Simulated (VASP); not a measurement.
The system is GaP.

```xyz
2
Lattice="0.0000 2.7252 2.7252 2.7252 0.0000 2.7252 2.7252 2.7252 0.0000" Properties=species:S:1:pos:R:3 pbc="T T T"
Ga    0.0000    0.0000    0.0000
P     1.3626    1.3626    1.3626
```

| Property | Result |
| --- | --- |
| Program | VASP 6.6.1 |
| Task | relaxation of cell and atoms |
| Functional | PBE |
| Potentials or basis | VASP PAW PBE potentials, release 64 (Ga_d, P) |
| Cutoff | 520 eV |
| k mesh | 10 × 10 × 10 |
| Occupations | gaussian, width 0.02 eV |
| Spin | no spin polarisation |

At the start: pressure 2.5 GPa; volume 20.24 Å³/atom.

Task: Where does the relaxation end?

Result: Over 3 steps the energy falls by 4.7 meV/atom and the volume is 20.86 Å³/atom (+3.1 %); space group F-43m (No. 216, to 0.05 Å).

Step by step:
```csv
step,energy change (eV),largest force (eV/Å),pressure (GPa),volume (Å³)
1,0.0000,0.0000,2.50,40.48
2,-0.0071,0.0000,-1.13,42.36
3,-0.0093,0.0000,0.01,41.72
```

Final structure:
```cif
data_structure
_symmetry_space_group_name_H-M 'P 1'
_symmetry_Int_Tables_number 1
_cell_length_a 3.8930
_cell_length_b 3.8930
_cell_length_c 3.8930
_cell_angle_alpha 60.000
_cell_angle_beta 60.000
_cell_angle_gamma 60.000
_cell_volume 41.72
loop_
_atom_site_label
_atom_site_type_symbol
_atom_site_fract_x
_atom_site_fract_y
_atom_site_fract_z
_atom_site_occupancy
Ga1 Ga 0.00000 0.00000 0.00000 1
P1 P 0.25000 0.25000 0.25000 1
```
